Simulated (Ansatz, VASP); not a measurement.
## ZnAu: VASP beside Ansatz

Aim: how closely do two programs agree when they are given the same cell, functional and k mesh?

Method: plane waves, with VASP 6.6.1 beside it; relaxation of cell and atoms at PBE with D3(BJ), in Ansatz 0.2.0.

### 1. Starting point

The structure is cubic, space group Pm-3m (No. 221). Conventional cell: a = 3.140 Å, b = 3.140 Å, c = 3.140 Å, α = 90.00°, β = 90.00°, γ = 90.00°. Nearest to Zn lie 8 Au at 2.72 Å. Nearest to Au lie 8 Zn at 2.72 Å. Farther neighbours are not listed.

As a file:

```cif
data_structure
_symmetry_space_group_name_H-M 'Pm-3m'
_symmetry_Int_Tables_number 221
_cell_length_a 3.1400
_cell_length_b 3.1400
_cell_length_c 3.1400
_cell_angle_alpha 90.000
_cell_angle_beta 90.000
_cell_angle_gamma 90.000
_cell_volume 30.96
loop_
_atom_site_label
_atom_site_type_symbol
_atom_site_symmetry_multiplicity
_atom_site_Wyckoff_symbol
_atom_site_fract_x
_atom_site_fract_y
_atom_site_fract_z
_atom_site_occupancy
Zn1 Zn 1 b 0.50000 0.50000 0.50000 1
Au1 Au 1 a 0.00000 0.00000 0.00000 1
```

### 2. VASP: relaxation of cell and atoms, PBE with D3(BJ)

The relaxed volume is the usual yardstick between codes: its relative difference is about their pressure difference at one cell divided by the bulk modulus.

Lines of VASP's logs that name or quote its potential files are left out, and so is its time.

Contents of INCAR:

```
SYSTEM = ZnAu
PREC = Accurate
ENCUT = 520
EDIFF = 1E-06
NELM = 100
ISMEAR = -1
SIGMA = 0.05
LREAL = .FALSE.
ALGO = Normal
GGA = PE
IVDW = 12
NBANDS = 17
LASPH = .TRUE.
LORBIT = 11
LWAVE = .FALSE.
LCHARG = .FALSE.
KPAR = 2
IBRION = 2
NSW = 60
ISIF = 3
EDIFFG = -0.01
```

Contents of POSCAR:

```
ZnAu
1.0
    3.1400000000      0.0000000000      0.0000000000
    0.0000000000      3.1400000000      0.0000000000
    0.0000000000      0.0000000000      3.1400000000
Zn Au
1 1
Direct
    0.5000000000      0.5000000000      0.5000000000
    0.0000000000      0.0000000000      0.0000000000
```

Contents of KPOINTS:

```
Automatic mesh
0
Gamma
7 7 7
0 0 0
```

The projector-augmented-wave data sets are Zn and Au (PBE family, release 64).

Started as:

```bash
$ mpirun -np 2 vasp_std
```

Numbers of over 12 decimals in the logs are rounded to 6 here.

The program printed:

```text
[banner, memory and clock lines left out]
running    2 mpi-ranks, on    1 nodes
 distrk:  each k-point on    1 cores,    2 groups
 distr:  one band on    1 cores,    1 groups

 POSCAR found type information on POSCAR ZnAu
 POSCAR found :  2 types and       2 ions
 LDA part: xc-table for (Slater+PW92), standard interpolation
 POSCAR, INCAR and KPOINTS ok, starting setup
 FFT: planning ... GRIDC
 FFT: planning ... GRID_SOFT
 FFT: planning ... GRID
 WAVECAR not read
 entering main loop
       N       E                     dE             d eps       ncg     rms          rms(c)
DAV:   1     0.125872945651E+03    0.12587E+03   -0.11571E+04   704   0.174E+03
DAV:   2    -0.576565357577E+00   -0.12645E+03   -0.12143E+03   704   0.317E+02
DAV:   3    -0.516354361387E+01   -0.45870E+01   -0.45650E+01   736   0.680E+01
DAV:   4    -0.519851873597E+01   -0.34975E-01   -0.34967E-01   814   0.519E+00
DAV:   5    -0.519886828356E+01   -0.34955E-03   -0.34954E-03   722   0.532E-01    0.867E+00
DAV:   6    -0.477176513149E+01    0.42710E+00   -0.12804E+00   726   0.128E+01    0.548E+00
DAV:   7    -0.474548652720E+01    0.26279E-01   -0.34261E-02   882   0.387E+00    0.289E+00
DAV:   8    -0.473732054058E+01    0.81660E-02   -0.96187E-03   736   0.105E+00    0.145E-01
DAV:   9    -0.473733193714E+01   -0.11397E-04   -0.31615E-04   787   0.261E-01    0.725E-02
DAV:  10    -0.473734322881E+01   -0.11292E-04   -0.38601E-05   806   0.759E-02    0.190E-02
DAV:  11    -0.473734407618E+01   -0.84737E-06   -0.43194E-06   701   0.385E-02
   1 F= -.58374475E+01 E0= -.58338970E+01  d E =-.583745E+01
 curvature:   0.00 expect dE= 0.000E+00 dE for cont linesearch  0.000E+00
 trial: gam= 0.00000 g(F)=  0.000E+00 g(S)=  0.273E-03 ort = 0.000E+00 (trialstep = 0.100E+01)
 search vector abs. value=  0.273E-03
 bond charge predicted
       N       E                     dE             d eps       ncg     rms          rms(c)
DAV:   1    -0.473805998542E+01   -0.71676E-03   -0.76850E-02   721   0.486E+00    0.508E-01
DAV:   2    -0.473264113477E+01    0.54189E-02   -0.15297E-02   774   0.281E+00    0.177E-01
DAV:   3    -0.473231606922E+01    0.32507E-03   -0.61076E-04   699   0.249E-01    0.116E-01
DAV:   4    -0.473222344182E+01    0.92627E-04   -0.46391E-05   972   0.219E-01    0.432E-02
DAV:   5    -0.473220570124E+01    0.17741E-04   -0.18741E-05   786   0.515E-02    0.407E-03
DAV:   6    -0.473220551976E+01    0.18148E-06   -0.13045E-06   371   0.148E-02
   2 F= -.58373988E+01 E0= -.58338336E+01  d E =0.487293E-04
 trial-energy change:    0.000049  1 .order    0.000011   -0.000273    0.000295
 step:   0.3862(harm=  0.4807)  dis= 0.00000  next Energy=    -5.837498 (dE=-0.506E-04)
 bond charge predicted
       N       E                     dE             d eps       ncg     rms          rms(c)
DAV:   1    -0.473763330712E+01   -0.54276E-02   -0.29101E-02   720   0.302E+00    0.311E-01
DAV:   2    -0.473560200203E+01    0.20313E-02   -0.57154E-03   774   0.167E+00    0.111E-01
DAV:   3    -0.473547329230E+01    0.12871E-03   -0.22539E-04   704   0.149E-01    0.724E-02
DAV:   4    -0.473543330496E+01    0.39987E-04   -0.18962E-05   977   0.133E-01    0.242E-02
DAV:   5    -0.473542553449E+01    0.77705E-05   -0.66048E-06   728   0.287E-02    0.235E-03
DAV:   6    -0.473542568705E+01   -0.15255E-06   -0.45295E-07   347   0.913E-03
   3 F= -.58374910E+01 E0= -.58339350E+01  d E =-.434902E-04
 curvature:  -0.23 expect dE=-0.252E-06 dE for cont linesearch -0.252E-06
 trial: gam= 0.00000 g(F)=  0.337E-65 g(S)=  0.108E-05 ort =-0.172E-04 (trialstep = 0.877E+00)
 search vector abs. value=  0.108E-05
 reached required accuracy - stopping structural energy minimisation
```

From OUTCAR (step 2):

```text
ion  position               nearest neighbor table
   1  0.500  0.500  0.500-   2 2.72   2 2.72   2 2.72   2 2.72   2 2.72   2 2.72   2 2.72   2 2.72

  LATTYP: Found a simple cubic cell.
 ALAT       =     3.1400000000

 Subroutine GETGRP returns: Found 48 space group operations
 (whereof 48 operations were pure point group operations)

The static configuration has the point symmetry O_h .

 Found     20 irreducible k-points:

   k-points           NKPTS =     20   k-points in BZ     NKDIM =     20   number of bands    NBANDS=     17

   dimension x,y,z NGX =    24 NGY =   24 NGZ =   24
   dimension x,y,z NGXF=    48 NGYF=   48 NGZF=   48

   ENCUT  =  520.0 eV  38.22 Ry    6.18 a.u.   5.84  5.84  5.84*2*pi/ulx,y,z

   NELECT =      23.0000    total number of electrons

 k-points in reciprocal lattice and weights: Automatic mesh
   0.00000000  0.00000000  0.00000000       0.003
   0.14285714  0.00000000  0.00000000       0.017
   0.28571429  0.00000000  0.00000000       0.017
   0.42857143  0.00000000  0.00000000       0.017
   0.14285714  0.14285714  0.00000000       0.035
   0.28571429  0.14285714  0.00000000       0.070
   0.42857143  0.14285714  0.00000000       0.070
   0.28571429  0.28571429  0.00000000       0.035
   0.42857143  0.28571429  0.00000000       0.070
[...]
0.42857143  0.42857143  0.28571429       0.070
   0.42857143  0.42857143  0.42857143       0.023

 Edisp (eV)   -1.10519

 average (electrostatic) potential at core
       1 -32.7331       2 -67.1635

 E-fermi :   7.4088

 k-point     1 :       0.0000    0.0000    0.0000
  band No.  band energies     occupation
    ...
      7       1.7311      2.00000
      8       1.7311      2.00000
      9       3.4347      2.00000
     10       3.4347      2.00000
     11       3.4347      2.00000
     12      12.2113      0.00000
     13      12.2113      0.00000
     14      12.2113      0.00000
     15      16.1628      0.00000
     16      19.3908      0.00000
    ...

 k-point     2 :       0.1429    0.0000    0.0000
  band No.  band energies     occupation
    ...
      7       1.6717      2.00000
      8       1.8262      2.00000
      9       3.1754      2.00000
     10       3.1754      2.00000
     11       3.4054      2.00000
     12      10.0171      0.00000
     13      12.8813      0.00000
     14      12.8813      0.00000
     15      17.2040      0.00000
     16      19.0216      0.00000
    ...

 k-point     3 :       0.2857    0.0000    0.0000
  band No.  band energies     occupation
    ...
      8       2.0088      2.00000
      9       2.6579      2.00000
     10       2.6579      2.00000
     11       3.3373      2.00000
     12       7.0198      1.99916
     13      14.6309      0.00000
     14      14.6309      0.00000
     15      17.7534      0.00000
     16      18.2625      0.00000
     17      22.8519      0.00000

 Edisp (eV)   -1.10207

  Total       0.00387     0.00387     0.00387     0.00000     0.00000     0.00000
  in kB       0.20054     0.20054     0.20054     0.00000     0.00000     0.00000
  external pressure =        0.20 kB  Pullay stress =        0.00 kB

  energy-cutoff  :      520.00
  volume of cell :       30.91
      direct lattice vectors                 reciprocal lattice vectors
     3.138202623  0.000000000 -0.000000000     0.318653739 -0.000000000 -0.000000000
     0.000000000  3.138202623  0.000000000    -0.000000000  0.318653739 -0.000000000
     0.000000000  0.000000000  3.138202623     0.000000000 -0.000000000  0.318653739

 POSITION                                       TOTAL-FORCE (eV/Angst)
 -----------------------------------------------------------------------------------
      1.56910      1.56910      1.56910         0.000000      0.000000      0.000000
      0.00000      0.00000      0.00000        -0.000000     -0.000000      0.000000
 -----------------------------------------------------------------------------------
    total drift:                                0.000000      0.000000     -0.000000

  FREE ENERGIE OF THE ION-ELECTRON SYSTEM (eV)
  ---------------------------------------------------
  free  energy   TOTEN  =        -5.8374909781 eV

  energy  without entropy=       -5.8303790702  energy(sigma->0) =       -5.83393502

 reached required accuracy - stopping structural energy minimisation

 total charge
# of ion       s       p       d       tot
------------------------------------------
    1        0.522   0.457   9.772  10.750
    2        0.620   0.405   8.712   9.737
--------------------------------------------------
tot          1.141   0.862  18.484  20.487

[... 3 further parts left out ...]
```

CONTCAR:

```
ZnAu
   1.00000000000000
     3.1382026232562472    0.0000000000000000   -0.0000000000000000
     0.0000000000000000    3.1382026232562472    0.0000000000000000
     0.0000000000000000    0.0000000000000000    3.1382026232562472
  Zn              Au
     1     1
Direct
     0.5000000000000000    0.5000000000000000    0.5000000000000000
     0.0000000000000000    0.0000000000000000    0.0000000000000000
```

This run has no spin polarisation. Its electron count is odd, so without a moment it is a metal by construction. Dispersion corrections of this kind ignore metallic screening and tend to overbind metals. The run keeps the 48 symmetry operations of its start, so it cannot find a distortion of lower symmetry.

### 3. Ansatz: relaxation of cell and atoms, PBE with D3(BJ)

Ansatz runs on its default PAW (the set named soft_2) files.

The same cell, functional, mesh and smearing now go to Ansatz, which takes its cutoff from its data sets.

Contents of input.yaml:

```yaml
crystal:
  lattice:
    - [3.14, 0.0, 0.0]
    - [0.0, 3.14, 0.0]
    - [0.0, 0.0, 3.14]
  atoms:
    - { symbol: Zn, position: [0.5, 0.5, 0.5] }
    - { symbol: Au, position: [0.0, 0.0, 0.0] }
hamiltonian:
  xc: pbe
  pseudopotentials: { kind: paw }
  dispersion: d3bj
kpoints:
  mp_grid: { grid: [7, 7, 7] }
scf:
  occupations: { method: fermi_dirac, width: 0.05 }
relax:
  f_tol: 0.01
  max_steps: 60
  cell: { stress_tol: 0.05 }
output:
  forces: true
  stress: true
  write_density: true
  write_potential: true
  elf: true
  volumetric_format: npy
```

Started as:

```bash
$ ansatz run input.yaml --threads 4 --pin off --max-ram 9216MiB --backend cpu --events-out ev --progress --plain --runs-dir out
```

The program printed:

```text
Engine: ansatz 0.2.0, aarch64-unknown-linux-gnu
Pseudopotentials: kind: paw
Pseudopotential: Zn, paw, valence charge 12, recommended cutoff 420 eV (normal), Zn.paw.azcp
Pseudopotential: Au, paw, valence charge 19, recommended cutoff 420 eV (normal), Au.paw.azcp
Functional definition: PBE
  parameter kappa = 0.804
  parameter beta = 0.066725
  exchange = pbe_x(kappa = kappa, mu = beta*pi^2/3)
  correlation = pbe_c(beta = beta)
Crystal: 2 atoms, lattice volume = 30.959 Å³
Basis set: ecut = 420 eV, 619 PW (Γ), exchange–correlation on 48×48×48 points (8 copies of the dense FFT grid, shifted against one another)
Bands: 20, of which v1, the nominal top of the filled ones, is band 16 counted from 1 (15 counted from 0)
Symmetry: 48 space group operations
Space group: Pm-3m (ITA 221), of the structure as read, at distance tolerance 3.1e-5 Å
k-points: 20 of 343
Non-local potential: Zn, projectors of the file, l = 0: 2, l = 1: 2, l = 2: 3, l = 3: 1
Non-local potential: Au, projectors of the file, l = 0: 3, l = 1: 2, l = 2: 2, l = 3: 1
PAW form: soft (Blöchl's): semilocal exchange-correlation on the pseudo side does not see the compensation charge
PAW one-centre angular grid: Zn, 590 points (default); XC on 64 Gauss nodes
PAW one-centre angular grid: Au, 590 points (default); XC on 64 Gauss nodes
Initial density: superposition of atomic densities (neutral atoms: chi_scale 0, normalization atom), corrected by the library's trained network
Initial wavefunctions: pseudopotential atomic-orbital guess
Functional: x = pbe(κ = 0.804, μ = 0.219515), c = pbe(β = 0.066725)
SCF iter   1: F=—  HF=-16469.872062 eV  |F-HF|=—  |Δ(HF+E_count)|=         —  Δρ=1.61e-3  dr2=7.42e-4  ethr=1.77e-3  ⟨swp⟩=5.4  Hψ=1689  notcnv=0
preconditioner: auto → none  [insulator: Δε(μ)=0.418 eV  Ē_g=12.773 eV  σ=0.050 eV  W_gap=0.64  n_scr=6 (ndim 8)  ℏωp=32.0 eV  f_vac=0.000  D(μ)=0.94/eV (n_scr^D=6)  ε∞_Penn≈7.3]
SCF iter   2: F=—  HF=-16469.873106 eV  |F-HF|=—  |Δ(HF+E_count)|=   1.04e-3  Δρ=9.24e-4  dr2=2.26e-4  ethr=2.39e-6  ⟨swp⟩=2.2  Hψ=853  notcnv=0
SCF iter   3: F=—  HF=-16469.873073 eV  |F-HF|=—  |Δ(HF+E_count)|=   3.22e-5  Δρ=4.28e-4  dr2=1.13e-5  ethr=7.29e-7  ⟨swp⟩=2.1  Hψ=530  notcnv=0
SCF iter   4: F=—  HF=-16469.873092 eV  |F-HF|=—  |Δ(HF+E_count)|=   1.83e-5  Δρ=1.91e-4  dr2=3.83e-6  ethr=3.65e-8  ⟨swp⟩=2.0  Hψ=619  notcnv=0
iter 5 did not close the SCF: its close was put off for the readings that it lacked (scf_convergence_deferred on its scf_iter line)
SCF iter   5: F=-16469.873096 eV  HF=-16469.873096 eV  |F-HF|=6.67e-8  |Δ(HF+E_count)|=   4.55e-6  Δρ=1.51e-5  dr2=6.65e-8  ethr=1.23e-8  ⟨swp⟩=2.0  Hψ=615  notcnv=0
SCF iter   6: F=-16469.873096 eV  HF=-16469.873096 eV  |F-HF|=1.13e-10  |Δ(HF+E_count)|=   1.75e-8  Δρ=6.81e-6  dr2=5.28e-9  ethr=2.15e-10  ⟨swp⟩=5.4  Hψ=2309  notcnv=0
SCF 1 converged in 6 iterations: F = -16469.873096 eV  dr2 = 5.28e-9
  greatest PAW one-centre occupation: 1.000 electrons in one spin orbital (limit 2), on the Au atom at site 1 (counted from 0), in its partial waves of l = 0
relax step   1: F+E_penalty+E_count = -16469.87309617 eV  Δ(F+E_penalty+E_count) = +0.000e0 eV  max|allowed force component| = 1.078e-29 eV/Å  Δτ_max = 0.0000 Å  P = -0.383 GPa  Ω = 30.959 Å³  (6 SCF iters, dr2 threshold 1.00e-7 eV, accepted)
[...]
relax step   2: F+E_penalty+E_count = -16469.87325418 eV  Δ(F+E_penalty+E_count) = -1.580e-4 eV  max|allowed force component| = 5.456e-30 eV/Å  Δτ_max = 0.0000 Å  P = +0.210 GPa  Ω = 30.826 Å³  energy of the carried Pulay correction = +8.514e-5 eV  (5 SCF iters, dr2 threshold 2.00e-7 eV, accepted)
[...]
relax step   3: F+E_penalty+E_count = -16469.87325448 eV  Δ(F+E_penalty+E_count) = -2.970e-7 eV  max|allowed force component| = 4.996e-30 eV/Å  Δτ_max = 0.0000 Å  P = -0.001 GPa  Ω = 30.873 Å³  energy of the carried Pulay correction = +5.505e-5 eV  (4 SCF iters, dr2 threshold 1.10e-7 eV, accepted)
[...]
relax step   4: F+E_penalty+E_count = -16469.87315678 eV  Δ(F+E_penalty+E_count) = +9.770e-5 eV  max|allowed force component| = 1.085e-30 eV/Å  Δτ_max = 0.0000 Å  P = +0.000 GPa  Ω = 30.873 Å³  stress off target by 2.29e-4 GPa  SCF on the basis re-selected at this cell (its energy is not comparable with the rows above)  (6 SCF iters)
basis re-selected at this cell: Δ(F+E_penalty+E_count) = +9.770e-5 eV, ΔP = +0.001 GPa vs the last step (what re-selecting the basis moved, of the pressure what is left beyond the Pulay correction that the steps carried, after the strain that the cell walked since its last selection, with what the two solves' SCF thresholds leave and, on support functions, any second-order correction that the steps lacked; it is no m [...]
SCF converged after 6 iterations
Free energy (F): -16469.873157 eV
Harris-Foulkes:  -16469.873157 eV  (|F-HF|=3.64e-12)
Internal energy: -16469.865989 eV  (E = F + TS)
E sigma→0 (E₀):  -16469.869573 eV
Entropy (-TS):   -0.007168 eV (-3.584 meV/atom)
Fermi energy:    17.490098 eV
--- Per-component energies (eV) ---
  E_band       = -160.886515
  E_kinetic    = 736.701914
  E_local      = -3229.878130  (includes V_loc(G=0)·N_el)
  E_nonlocal   = 685.920843
  E_hartree    = 1366.010864
  E_xc         = -366.388929
  E_vxc        = -328.862857  (∫ρ·V_xc dr)
  E_paw        = -11533.422257  (= ΣΔE_a)
  E_vpaw       = -756.791031  (= ΣTr[D̂ρ^β])
  E_aug_tail   = 0.000990  (compensation charges beyond the density's cutoff)
  E_ewald      = -4127.707725
  E_disp       = -1.103559  (pairwise vdW)
  E_smearing   = -0.007168  (= −TS)
  E_closure    = -0.000000  (closes the sum)
  Σ components = -16469.873157   (vs F -16469.873157, Δ=0.00e0)
--- Forces (eV/Å), atoms counted from 1 ---
  atom   1  Zn    -0.00000000    -0.00000000     0.00000000
  atom   2  Au     0.00000000     0.00000000     0.00000000
  max |Σ_I F_I| component: 9.86e-31 eV/Å
--- Stress (GPa, compression-positive) ---
        0.000229      -0.000000      -0.000000
       -0.000000       0.000229       0.000000
       -0.000000       0.000000       0.000229
  P = ⅓ Tr σ = 0.0002 GPa (0.002 kbar)
--- Band table (eV; the first three rows and the last of 20) ---
  k-point 0: bands = [... 12 lower, 13.5221, 13.5221, 13.5221, 22.2739, 22.2739, 22.2739, 26.2613, 29.4202]
  k-point 1: bands = [... 12 lower, 13.2599, 13.2599, 13.4917, 20.0878, 22.9471, 22.9471, 27.2955, 29.0507]
  k-point 2: bands = [... 12 lower, 12.7373, 12.7373, 13.4212, 17.0967, 24.7023, 24.7023, 27.8299, 28.2941]
  k-point 19: bands = [... 12 lower, 13.9600, 13.9600, 18.1125, 19.1090, 20.7851, 20.7851, 22.0611, 23.9594]
--- Relaxed structure (3 steps of the walk, 3 accepted, 1 SCFs on fresh bases) ---
  F+E_penalty+E_count = -16469.87315678 eV   max|allowed force component| = 1.085e-30 eV/Å   (the final SCF, on the basis selected at the relaxed cell)
  cell:  # Å, volume = 30.8733 Å³
    - [3.137095, 0, 0]
    - [0, 3.137095, 0]
    - [0, 0, 3.137095]
  atoms:
    - { symbol: Zn, position: [0.5, 0.5, 0.5] }
    - { symbol: Au, position: [0, 0, 0] }
```

Run time: 1.4 s. Hardware: 4 threads of Arm Neoverse V1, shared host; peak memory 0.32 GiB.

### 4. Comparison

Known differences besides the potentials themselves: both relaxations stop at a tolerance, which leaves soft axes loose, and VASP keeps its plane-wave basis; the data sets hold 31 valence electrons in Ansatz (default PAW (the set named soft_2) files) and 23 in VASP; the cutoff is 420 eV in Ansatz and 520 eV in VASP; Ansatz adds a Pulay correction to the stress that steers its cell, VASP none. Total energies have different zeros and are not compared.

The two programs side by side:

```
                                         quantity  Ansatz   VASP  difference
                                      volume (Å³)   30.87  30.91     -0.11 %
edge a after relaxation, in the typed setting (Å)   3.137  3.138     -0.04 %
```

The walks stopped with 0.00 GPa left in Ansatz and 0.02 GPa in VASP; each walk ends within a tolerance, so the volume difference is uncertain by about these residues over the bulk modulus, most in soft cells.

### 5. Summary of results

```
difference in volume (relaxation of cell and atoms, PBE with D3(BJ)) : -0.11 %
```

The difference in volume is -0.11 % (relaxation of cell and atoms, PBE with D3(BJ)), within the 1.2 % picked in this series as the mark of a large difference, as far as the stopping tolerances let one tell. How closely two codes agree says nothing of how well the functional describes the real material.

[Lines on the potential files, build, host, timing and source positions are cut from VASP's logs without a mark.]

[Logs are printed without paths, hosts, clocks, repeated set-up lines and the standing remarks that a program may print on its own settings, such as how far it seeks lower states.]

[Hosts, paths, dates, database ids (printed as entryN), source tags and the programs' standing remarks are cut or masked in the printed files.]
